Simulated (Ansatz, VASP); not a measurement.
**PtSe2 in two plane-wave programs**

Aim: how closely do two programs agree when they are given the same cell, functional and k mesh? The structure shown is the start of the Ansatz relaxation below; VASP solves that cell, so the two are compared at the walk's first step.

Method: plane waves, with VASP 6.6.1 beside it; single point at PBEsol, in Ansatz 0.2.0.

## (1) The starting structure

The cell holds 3 atoms: 1 Pt and 2 Se. Its edges and angles: a = 3.853 Å, b = 3.853 Å, c = 30.062 Å, α = 90.0°, β = 90.0°, γ = 120.0°. Vacuum lies along c. The height across the vacuum is the one that the program set for its solve, not the one typed.

## (2) Ansatz: relaxation, PBEsol

Ansatz runs on its default PAW (the set named soft_2) files.

The two programs are compared at the cell with which this relaxation starts, whose forces are those of its first step.

Input file input.yaml:

```yaml
crystal:
  lattice:
    - [3.85274258, 0.0, 0.0]
    - [-1.92637129, 3.3365729485, 0.0]
    - [0.0, 0.0, 18.0]
  atoms:
    - { symbol: Pt, position: [0.0, 0.0, 0.5] }
    - { symbol: Se, position: [0.3333333333, 0.6666666667, 0.5869731013] }
    - { symbol: Se, position: [0.6666666667, 0.3333333333, 0.4130268987] }
  periodic: [true, true, false]
kpoints:
  mp_grid: { grid: [6, 6, 1] }
hamiltonian:
  xc: pbesol
scf:
  occupations: { method: fermi_dirac, width: 0.02 }
relax:
  f_tol: 0.01
  max_steps: 80
  cell: {}
output:
  write_density: true
  write_potential: true
  elf: true
  volumetric_format: npy
```

Command:

```sh
$ ansatz run input.yaml --threads 12 --pin off --max-ram 27648MiB --backend cpu --events-out ev --progress --plain --runs-dir out
```

Numbers of over 12 decimals in the logs are rounded to 6 here.

Log:

```text
Warning: crystal.periodic: the lattice vector that does not repeat stood 0.000° off the slab's normal, 18.000 Å along it as the deck builds it. The run solves the slab on a vector along the normal, 30.062 Å long, with every atom where it was (on the deck's vector they left 14.87 Å outside them, and the widest stretch free of ions among them is 1.57 Å). A fractional position that the run reports is one of the run's ce [...]
crystal.periodic: the lattice vector that does not repeat stood 0.000° off the slab's normal, 18.000 Å along it as the deck builds it. The run solves the slab on a vector along the normal, 30.062 Å long, with every atom where it was (on the deck's vector they left 14.87 Å outside them, and the widest stretch free of ions among them is 1.57 Å). A fractional position that the run reports is one of the run's cell, which [...]
Engine: ansatz 0.2.0, x86_64-unknown-linux-gnu
Pseudopotentials: kind: paw
Pseudopotential: Pt, paw, valence charge 18, recommended cutoff 420 eV (normal), Pt.paw.azcp
Pseudopotential: Se, paw, valence charge 16, recommended cutoff 420 eV (normal), Se.paw.azcp
Functional definition: PBEsol
  exchange = pbesol_x
  correlation = pbesol_c
Crystal: 3 atoms, lattice volume = 386.447 Å³
Basis set: ecut = 420 eV, 7577 PW (Γ), exchange–correlation on 54×54×432 points (8 copies of the dense FFT grid, shifted against one another)
Bands: 30, of which v1, the nominal top of the filled ones, is band 25 counted from 1 (24 counted from 0)
Symmetry: 12 space group operations
Space group: P-3m1 (ITA 164), of the structure as read, at distance tolerance 7.3e-5 Å
k-points: 7 of 36
Non-local potential: Pt, projectors of the file, l = 0: 3, l = 1: 2, l = 2: 2, l = 3: 1
Non-local potential: Se, projectors of the file, l = 0: 2, l = 1: 2, l = 2: 3, l = 3: 1
PAW form: soft (Blöchl's): semilocal exchange-correlation on the pseudo side does not see the compensation charge
PAW frozen core: Pt, regenerated for the run's functional, and the local potential with it (the file was generated under x = pbe(κ = 0.804, μ = 0.219515), c = pbe(β = 0.066725))
PAW frozen core: Se, regenerated for the run's functional, and the local potential with it (the file was generated under x = pbe(κ = 0.804, μ = 0.219515), c = pbe(β = 0.066725))
PAW one-centre angular grid: Pt, 590 points (default); XC on 64 Gauss nodes
PAW one-centre angular grid: Se, 590 points (default); XC on 64 Gauss nodes
Initial density: superposition of atomic densities (neutral atoms: chi_scale 0, normalization atom), corrected by the library's trained network
Initial wavefunctions: pseudopotential atomic-orbital guess
Functional: x = pbesol(κ = 0.804, μ = 0.123457), c = pbesol(β = 0.046)
SCF iter   1: F=—  HF=-23232.089594 eV  |F-HF|=—  |Δ(HF+E_count)|=         —  Δρ=1.61e-3  dr2=1.19e-2  ethr=1.77e-3  ⟨swp⟩=13.4  Hψ=1230  notcnv=0
[...]
SCF iter   1: F=—  HF=-23233.340922 eV  |F-HF|=—  |Δ(HF+E_count)|=         —  Δρ=4.26e-4  dr2=9.34e-4  ethr=1.69e-6  ⟨swp⟩=4.0  Hψ=1302  notcnv=0
preconditioner: auto → Resta (q_TF=auto, 1.965 Å⁻¹)  ε∞=1.9  [insulator: Δε(μ)=1.702 eV  Ē_g=9.511 eV  σ=0.020 eV  W_gap=1.00  n_scr=24 (ndim 8)  ℏωp=9.2 eV  f_vac=0.793  D(μ)=0.00/eV (n_scr^D=0)  ε∞_Penn≈1.9  vacuum switching on, ρ_ref=6.6e-3 e/Å³]
SCF iter   2: F=—  HF=-23233.340882 eV  |F-HF|=—  |Δ(HF+E_count)|=   3.98e-5  Δρ=3.35e-4  dr2=6.89e-4  ethr=1.69e-6  ⟨swp⟩=3.0  Hψ=355  notcnv=0
SCF iter   3: F=—  HF=-23233.340765 eV  |F-HF|=—  |Δ(HF+E_count)|=   1.17e-4  Δρ=1.11e-4  dr2=2.73e-5  ethr=1.38e-6  ⟨swp⟩=2.7  Hψ=310  notcnv=0
SCF iter   4: F=—  HF=-23233.340866 eV  |F-HF|=—  |Δ(HF+E_count)|=   1.01e-4  Δρ=2.21e-5  dr2=2.71e-6  ethr=5.45e-8  ⟨swp⟩=3.3  Hψ=397  notcnv=0
SCF iter   5: F=-23233.340866 eV  HF=-23233.340866 eV  |F-HF|=7.42e-8  |Δ(HF+E_count)|=   5.29e-8  Δρ=5.53e-6  dr2=8.25e-8  ethr=6.00e-10  ⟨swp⟩=12.7  Hψ=2074  notcnv=0
SCF 5 converged in 5 iterations: F = -23233.340866 eV  dr2 = 8.25e-8
relax step   5: F+E_penalty+E_count = -23233.34086577 eV  Δ(F+E_penalty+E_count) = -5.198e-3 eV  max|allowed force component| = 1.365e-2 eV/Å  Δτ_max = 0.0035 Å  P = -0.192 N/m  Ω = 358.065 Å³  energy of the carried Pulay correction = +7.847e-4 eV  fix = [c, alpha, beta]  reactions: c -0.000 N/m  (5 SCF iters, dr2 threshold 3.00e-7 eV, accepted)
[...]
relax step   6: F+E_penalty+E_count = -23233.34109319 eV  Δ(F+E_penalty+E_count) = -2.274e-4 eV  max|allowed force component| = 4.620e-3 eV/Å  Δτ_max = 0.0017 Å  P = +0.001 N/m  Ω = 357.003 Å³  energy of the carried Pulay correction = +8.153e-4 eV  fix = [c, alpha, beta]  reactions: c +0.000 N/m  (5 SCF iters, dr2 threshold 5.37e-8 eV, accepted)
[...]
relax step   7: F+E_penalty+E_count = -23233.34005514 eV  Δ(F+E_penalty+E_count) = +1.038e-3 eV  max|allowed force component| = 4.938e-3 eV/Å  Δτ_max = 0.0000 Å  P = +0.004 N/m  Ω = 357.003 Å³  fix = [c, alpha, beta]  reactions: c +0.000 N/m  stress off target by 4.34e-3 N/m on what of the cell is left free  SCF on the basis re-selected at this cell (its energy is not comparable with the rows above)  (7 SCF iters)
basis re-selected at this cell: Δ(F+E_penalty+E_count) = +1.038e-3 eV, ΔP = +0.004 N/m vs the last step (what re-selecting the basis moved, of the pressure what is left beyond the Pulay correction that the steps carried, after the strain that the cell walked since its last selection, with what the two solves' SCF thresholds leave and, on support functions, any second-order correction that the steps lacked; it is no measure of the basis error at this ecutwfc). The dense FFT grid was sized anew with the basis: this SCF ran on 25×25×216 points, the steps before it on 27×27×216, so part of this shift can come from that change (see relax.cell in the input reference). [rest of the remark cut]
SCF converged after 7 iterations
Free energy (F): -23233.340055 eV
Harris-Foulkes:  -23233.340055 eV  (|F-HF|=2.18e-11)
Internal energy: -23233.340055 eV  (E = F + TS)
E sigma→0 (E₀):  -23233.340055 eV
Fermi energy:    -4.905989 eV
--- Per-component energies (eV) ---
  E_band       = -1853.159470
  E_kinetic    = 874.486257
  E_local      = -124888.733826  (includes V_loc(G=0)·N_el)
  E_nonlocal   = -981.608190
  E_hartree    = 61749.371305
  E_xc         = -466.704438
  E_vxc        = -498.167151  (∫ρ·V_xc dr)
  E_paw        = -13053.173841  (= ΣΔE_a)
  E_vpaw       = 142.122301  (= ΣTr[D̂ρ^β])
  E_aug_tail   = -0.000992  (compensation charges beyond the density's cutoff)
  E_ewald      = 53530.719788
  E_core_change = 2.303882  (= ΣΔE_core)
  E_smearing   = -0.000000  (= −TS)
  E_closure    = -0.000000  (closes the sum)
  Σ components = -23233.340055   (vs F -23233.340055, Δ=0.00e0)
--- Forces (eV/Å), atoms counted from 1 ---
  atom   1  Pt    -0.00000000    -0.00000000     0.00000000
  atom   2  Se     0.00000000     0.00000000     0.00493774
  atom   3  Se     0.00000000     0.00000000    -0.00493774
  max |Σ_I F_I| component: 4.05e-18 eV/Å
--- 2D stress c σ (N/m, compression-positive) ---
        0.004339      -0.000000       0.000000
       -0.000000       0.004339       0.000000
        0.000000       0.000000       0.000000
  P = ½ c Tr σ = 0.0043 N/m
--- Band table (eV; the first three rows and the last of 7) ---
  k-point 0: bands = [... 21 lower, -6.9666, -6.3565, -5.7519, -5.7519, -2.6570, -2.6570, -1.1019 (-1.1019°), -0.5089, ... 1 higher]
  k-point 1: bands = [... 21 lower, -7.7206, -5.9581, -5.8970, -5.8253, -4.0590, -2.9992, -0.2760 (-0.2767°), 0.0126, ... 1 higher]
  k-point 2: bands = [... 21 lower, -8.0811, -7.1389, -6.6318, -6.3004, -3.8916, -3.0416, -0.7521, 0.8604, ... 1 higher]
  k-point 6: bands = [... 21 lower, -8.3528, -8.0517, -6.7280, -6.7280, -3.8990, -3.8990, 0.4795, 2.5004, ... 1 higher]
  ° read free of the cell's end (the report's vacuum.weakly_bound_levels)
--- Relaxed structure (6 steps of the walk, 6 accepted, 1 SCFs on fresh bases) ---
  F+E_penalty+E_count = -23233.34005514 eV   max|allowed force component| = 4.938e-3 eV/Å   (the final SCF, on the basis selected at the relaxed cell)
  cell:  # Å, volume = 357.0030 Å³
    - [3.703064, 0, 0]
    - [-1.851532, 3.206948, 0]
    - [0, 0, 30.0620632936]
  atoms:
    - { symbol: Pt, position: [0, 0, 0.299381] }
    - { symbol: Se, position: [0.333333, 0.666667, 0.342370] }
    - { symbol: Se, position: [0.666667, 0.333333, 0.256392] }
```

In the SCF lines HF is the Harris–Foulkes energy and dr2 the Hartree energy of the density residual, in eV; the loop may stop once dr2 is under the threshold and the program's other checks hold. Hψ counts applications of the Hamiltonian.

## (3) VASP: single point, PBEsol, start cell

The same cell, functional, mesh and smearing now go to VASP, with its own data sets.

Lines of VASP's logs that name or quote its potential files are left out, and so is its time.

Input file INCAR:

```
SYSTEM = PtSe2
PREC = Accurate
ENCUT = 400
EDIFF = 1E-06
NELM = 120
ISMEAR = -1
SIGMA = 0.02
LREAL = .FALSE.
ALGO = Normal
GGA = PS
NBANDS = 17
LASPH = .TRUE.
LORBIT = 11
LWAVE = .FALSE.
LCHARG = .FALSE.
ISIF = 2
LDIPOL = .TRUE.
IDIPOL = 3
DIPOL = 0.5 0.5 0.299
LVHAR = .TRUE.
GGA_COMPAT = .FALSE.
EFERMI = MIDGAP
NELMDL = -8
```

Input file POSCAR:

```
PtSe2
1.0
    3.8527430000      0.0000000000      0.0000000000
   -1.9263710000      3.3365730000      0.0000000000
    0.0000000000      0.0000000000     30.0620630000
Pt Se
1 2
Direct
    0.0000000000      0.0000000000      0.2993806513
    0.3333332468      0.6666666667      0.3514567846
    0.6666664936      0.3333333333      0.2473045180
```

Input file KPOINTS:

```
Automatic mesh
0
Gamma
6 6 1
0 0 0
```

PAW data sets: Pt and Se (PBE family, release 64).

Command:

```sh
$ mpirun -np 1 vasp_std
```

Log:

```text
[banner, memory and clock lines left out]
running    1 mpi-ranks, on    1 nodes
 distrk:  each k-point on    1 cores,    1 groups
 distr:  one band on    1 cores,    1 groups

 POSCAR found type information on POSCAR PtSe
 POSCAR found :  2 types and       3 ions
|                                                                             |
|               ----> ADVICE to this user running VASP <----                  |
|                                                                             |
|     You enforced a specific xc type in the INCAR file but a different       |
|     [... a line on the potential file left out ...]
|     I HOPE YOU KNOW WHAT YOU ARE DOING!                                     |
|                                                                             |

 LDA part: xc-table for (Slater+PW92), standard interpolation
 POSCAR, INCAR and KPOINTS ok, starting setup
 FFT: planning ... GRIDC
 FFT: planning ... GRID_SOFT
 FFT: planning ... GRID
 WAVECAR not read
 entering main loop
       N       E                     dE             d eps       ncg     rms          rms(c)
DAV:   1     0.155422364402E+03    0.15542E+03   -0.58118E+03   238   0.729E+02
DAV:   2     0.382744433561E+01   -0.15159E+03   -0.14241E+03   416   0.141E+02
DAV:   3    -0.151183754093E+02   -0.18946E+02   -0.18808E+02   294   0.658E+01
DAV:   4    -0.154359068527E+02   -0.31753E+00   -0.31651E+00   300   0.102E+01
DAV:   5    -0.154416280188E+02   -0.57212E-02   -0.57157E-02   347   0.131E+00
DAV:   6    -0.154417982148E+02   -0.17020E-03   -0.17017E-03   315   0.217E-01
DAV:   7    -0.154418068545E+02   -0.86398E-05   -0.86397E-05   362   0.456E-02
DAV:   8    -0.154418070690E+02   -0.21446E-06   -0.21427E-06   267   0.534E-03    0.869E+00
DAV:   9    -0.150091163574E+02    0.43269E+00   -0.51299E+00   271   0.204E+01    0.600E+00
DAV:  10    -0.145545093968E+02    0.45461E+00   -0.14333E+00   267   0.114E+01    0.231E+00
DAV:  11    -0.145336342386E+02    0.20875E-01   -0.13352E-01   319   0.207E+00    0.783E-01
DAV:  12    -0.145254886015E+02    0.81456E-02   -0.21254E-02   310   0.136E+00    0.261E-01
DAV:  13    -0.145249895295E+02    0.49907E-03   -0.48628E-03   304   0.376E-01    0.684E-02
DAV:  14    -0.145250053240E+02   -0.15795E-04   -0.79460E-05   295   0.722E-02    0.353E-02
[...]
DAV:  18    -0.145251216304E+02   -0.32335E-04   -0.50793E-06   296   0.950E-03    0.242E-03
DAV:  19    -0.145251522962E+02   -0.30666E-04   -0.13652E-06   213   0.671E-03    0.158E-03
DAV:  20    -0.145251837549E+02   -0.31459E-04   -0.16148E-06   227   0.444E-03    0.777E-04
DAV:  21    -0.145251928741E+02   -0.91192E-05   -0.19966E-07   247   0.193E-03    0.322E-04
DAV:  22    -0.145251989957E+02   -0.61216E-05   -0.16436E-07   244   0.116E-03    0.346E-04
DAV:  23    -0.145252009500E+02   -0.19543E-05   -0.28001E-08   256   0.670E-04    0.135E-04
DAV:  24    -0.145252024723E+02   -0.15223E-05   -0.19754E-08   238   0.364E-04    0.757E-05
DAV:  25    -0.145252032825E+02   -0.81016E-06   -0.76859E-09   253   0.232E-04
   1 F= -.14525203E+02 E0= -.14525203E+02  d E =-.114016E-10
```

From OUTCAR (step 3):

```text
ion  position               nearest neighbor table
   1  0.000  0.000  0.299-   2 2.72   3 2.72   2 2.72   3 2.72   3 2.72   2 2.72
   2  0.333  0.667  0.351-   1 2.72   1 2.72   1 2.72
   3  0.667  0.333  0.247-   1 2.72   1 2.72   1 2.72

  LATTYP: Found a hexagonal cell.
 ALAT       =     3.8527430000
 C/A-ratio  =     7.8027688325

 Subroutine GETGRP returns: Found 12 space group operations
 (whereof  6 operations were pure point group operations)

The static configuration has the point symmetry C_3v.
 The point group associated with its full space group is D_3d.

 Found      7 irreducible k-points:

   k-points           NKPTS =      7   k-points in BZ     NKDIM =      7   number of bands    NBANDS=     17

   dimension x,y,z NGX =    28 NGY =   28 NGZ =  196
   dimension x,y,z NGXF=    56 NGYF=   56 NGZF=  392

   ENCUT  =  400.0 eV  29.40 Ry    5.42 a.u.   6.28  6.28 49.02*2*pi/ulx,y,z

   NELECT =      22.0000    total number of electrons

 k-points in reciprocal lattice and weights: Automatic mesh
   0.00000000  0.00000000  0.00000000       0.028
   0.16666667 -0.00000000  0.00000000       0.167
   0.33333333  0.00000000  0.00000000       0.167
   0.50000000  0.00000000  0.00000000       0.083
   0.16666667  0.16666667  0.00000000       0.167
   0.33333333  0.16666667  0.00000000       0.333
   0.33333333  0.33333333  0.00000000       0.056

 dipolmoment           0.000000      0.000000      0.000003 electrons x Angstroem

 average (electrostatic) potential at core
       1 -77.3672       2 -61.8179       3 -61.8179

 E-fermi :  -3.3530

 k-point     1 :       0.0000    0.0000    0.0000
  band No.  band energies     occupation
    ...
      7      -6.0441      2.00000
      8      -5.4348      2.00000
      9      -4.7704      2.00000
     10      -3.8303      2.00000
     11      -3.8303      2.00000
     12      -1.9374      0.00000
     13      -1.9374      0.00000
     14      -0.2486      0.00000
     15       1.2907      0.00000
     16       1.5736      0.00000
    ...

 k-point     2 :       0.1667   -0.0000    0.0000
  band No.  band energies     occupation
    ...
      7      -6.1381      2.00000
      8      -5.7812      2.00000
      9      -4.5257      2.00000
     10      -4.1663      2.00000
     11      -3.8822      2.00000
     12      -2.8756      0.00000
     13      -2.1320      0.00000
     14       0.6408      0.00000
     15       1.7068      0.00000
     16       1.9156      0.00000
    ...

 k-point     3 :       0.3333    0.0000    0.0000
  band No.  band energies     occupation
    ...
      7      -5.9871      2.00000
      8      -5.9330      2.00000
      9      -5.3248      2.00000
     10      -4.5634      2.00000
     11      -4.4001      2.00000
     12      -2.7227      0.00000
     13      -2.2118      0.00000
     14       0.3454      0.00000
     15       1.9811      0.00000
     16       2.7576      0.00000
    ...

  Total       -7.6079616     -7.6079602     -8.9577173     -0.0000011      0.0000000      0.0000000
  in kB      -31.5420157    -31.5420098    -37.1379976     -0.0000047      0.0000000      0.0000000
  external PRESSURE =     -33.4073410 kB  Pullay stress =       0.0000000 kB

  energy-cutoff  :      400.00
  volume of cell :      386.45
      direct lattice vectors                 reciprocal lattice vectors
     3.852743000  0.000000000  0.000000000     0.259555335  0.149854318  0.000000000
    -1.926371000  3.336573000  0.000000000     0.000000000  0.299708713  0.000000000
     0.000000000  0.000000000 30.062063000     0.000000000  0.000000000  0.033264517

 POSITION                                       TOTAL-FORCE (eV/Angst)
 -----------------------------------------------------------------------------------
      0.00000      0.00000      9.00000         0.000000      0.000000      0.000000
     -0.00000      2.22438     10.56552        -0.000000      0.000000     -2.852895
      1.92637      1.11219      7.43448        -0.000000      0.000000      2.852895
 -----------------------------------------------------------------------------------
    total drift:                                0.000356     -0.000000      0.000029

  FREE ENERGIE OF THE ION-ELECTRON SYSTEM (eV)
  ---------------------------------------------------
  free  energy   TOTEN  =       -14.5252032825 eV

  energy  without entropy=      -14.5252032825  energy(sigma->0) =      -14.52520328

 vacuum level on the upper side and lower side of the slab         1.689         1.689

 total charge
# of ion       s       p       d       tot
------------------------------------------
    1        0.565   0.439   7.872   8.876
    2        1.487   2.131   0.028   3.645
    3        1.487   2.131   0.028   3.645
--------------------------------------------------
tot          3.539   4.700   7.928  16.167

[... 3 further parts left out ...]
```

## (4) Side by side

Known differences besides the potentials themselves: Ansatz cuts the interaction across the vacuum, VASP repeats the sheet with a dipole correction; the data sets hold 50 valence electrons in Ansatz (on its default PAW (the set named soft_2) files) and 22 in VASP; the cutoff is 420 eV in Ansatz and 400 eV in VASP; Ansatz makes its cores anew for this functional, VASP keeps those of its PBE data sets. Total energies have different zeros and are not compared.

Forces (eV/Å; atoms numbered as in POSCAR):

```tsv
atom	Ansatz x, y, z	VASP x, y, z
Pt1	0.000, 0.000, 0.000	0.000, 0.000, 0.000
Se2	0.000, 0.000, -2.850	0.000, 0.000, -2.853
Se3	0.000, 0.000, 2.850	0.000, 0.000, 2.853
```

The forces differ by 1.3 meV/Å r.m.s., which is 0.1 % of the r.m.s. force of 1.345 eV/Å (both taken over all components). With vacuum in the cell, a pressure given here is an average over mostly empty space and none of the material.

## (5) Outcome

- r.m.s. force difference (single point, PBEsol, start cell): 0.096 % of the r.m.s. force

What this shows: The r.m.s. force difference is 0.096 % of the r.m.s. force (single point, PBEsol, start cell), within the 3 % picked in this series as the mark of a large difference. The data sets hold unlike numbers of valence electrons (50 in Ansatz and 22 in VASP), so part of the differences comes from the potentials. 1 further run of this series is not shown here. Such differences can come from data sets, numerical settings and the points named under the comparisons, not from the functional's error against experiment.

[Lines on the potential files, build, host, timing and source positions are cut from VASP's logs without a mark.]

[Logs are printed without paths, hosts, clocks, repeated set-up lines and the standing remarks that a program may print on its own settings, such as how far it seeks lower states.]

[Hosts, paths, dates, database ids (printed as entryN), source tags and the programs' standing remarks are cut or masked in the printed files.]
